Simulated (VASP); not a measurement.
Output of a VASP run:

### OSZICAR
```
       N       E                     dE             d eps       ncg     rms          rms(c)
DAV:   1     0.522335284646E+02    0.52234E+02   -0.68699E+03   888   0.114E+03
DAV:   2    -0.137538999371E+02   -0.65987E+02   -0.58644E+02   968   0.185E+02
DAV:   3    -0.158226790705E+02   -0.20688E+01   -0.20226E+01  1052   0.320E+01
DAV:   4    -0.158416399607E+02   -0.18961E-01   -0.18953E-01  1004   0.358E+00
DAV:   5    -0.158419257222E+02   -0.28576E-03   -0.28575E-03  1040   0.465E-01    0.864E+00
DAV:   6    -0.154261274732E+02    0.41580E+00   -0.22827E+00   980   0.149E+01    0.257E+00
DAV:   7    -0.153569248467E+02    0.69203E-01   -0.17289E-01   932   0.427E+00    0.176E+00
DAV:   8    -0.153314767442E+02    0.25448E-01   -0.27997E-02   968   0.175E+00    0.258E-01
DAV:   9    -0.153316559322E+02   -0.17919E-03   -0.18932E-03   988   0.432E-01    0.166E-01
DAV:  10    -0.153318603068E+02   -0.20437E-03   -0.46363E-04   896   0.175E-01    0.187E-02
DAV:  11    -0.153318606438E+02   -0.33705E-06   -0.18487E-05  1064   0.456E-02    0.868E-03
DAV:  12    -0.153318654189E+02   -0.47751E-05   -0.13611E-05   888   0.275E-02    0.336E-03
DAV:  13    -0.153318653356E+02    0.83301E-07   -0.78530E-07  1048   0.935E-03
   1 F= -.15331865E+02 E0= -.15332299E+02  d E =0.130179E-02
```

OUTCAR:
```
------------------------ aborting loop because EDIFF is reached ----------------------------------------
  FORCE on cell =-STRESS in cart. coord.  units (eV):
  Direction    XX          YY          ZZ          XY          YZ          ZX
  --------------------------------------------------------------------------------------
  Total        1.3153147      1.3153147      1.3153147      0.0000000     -0.0000000      0.0000000
  in kB       40.9087100     40.9087100     40.9087100      0.0000000     -0.0000000      0.0000000
  external PRESSURE =      40.9087100 kB  Pullay stress =       0.0000000 kB
  volume of cell :       51.51
      direct lattice vectors                 reciprocal lattice vectors
     0.000000000  2.953236017  2.953236017    -0.169305805  0.169305805  0.169305805
     2.953236017  0.000000000  2.953236017     0.169305805 -0.169305805  0.169305805
     2.953236017  2.953236017  0.000000000     0.169305805  0.169305805 -0.169305805
 POSITION                                       TOTAL-FORCE (eV/Angst)
 -----------------------------------------------------------------------------------
      1.47662      1.47662      1.47662        -0.000000     -0.000000     -0.000000
      4.42985      4.42985      4.42985         0.000000     -0.000000      0.000000
      0.00000      0.00000      0.00000         0.000000      0.000000      0.000000
 -----------------------------------------------------------------------------------
    total drift:                                0.000000     -0.000000      0.000000
  FREE ENERGIE OF THE ION-ELECTRON SYSTEM (eV)
  ---------------------------------------------------
  free  energy   TOTEN  =       -15.3318653356 eV

  energy  without entropy=      -15.3331671231  energy(sigma->0) =      -15.33229926
```
(Selected blocks of OUTCAR.)

### POSCAR
```
PtAl2
1
    0.0000000000     2.9532360172     2.9532360172
    2.9532360172     0.0000000000     2.9532360172
    2.9532360172     2.9532360172     0.0000000000
Al Pt
2 1
Direct
  0.2500000000   0.2500000000   0.2500000000
  0.7500000000   0.7500000000   0.7500000000
  0.0000000000   0.0000000000   0.0000000000
```

**Question.** Reconstruct the remaining input files.

**Answer.** One answer among several that fit: the input of the run itself, revPBE GGA, plane waves, VASP's PBE PAW potentials (set 64).

File KPOINTS:
```
Regular mesh
0
gamma
 9 9 9
0 0 0
```

INCAR:
```
ALGO  =  Normal
EDIFF  =  1E-7
ENCUT  =  520
GGA  =  RE
ISIF  =  2
ISMEAR  =  1
LASPH  =  .TRUE.
LCHARG  =  .FALSE.
LMAXMIX  =  6
LREAL  =  .FALSE.
LWAVE  =  .FALSE.
NELM  =  100
PREC  =  Accurate
SIGMA  =  0.1
SYSTEM  =  PtAl2
```

POTCAR, in this order: Al Pt (PBE.64 set). Program: vasp_std.

The compound is PtAl2 in the fluorite structure. This cell is one point of a volume scan, at 0.97 of the reference volume.
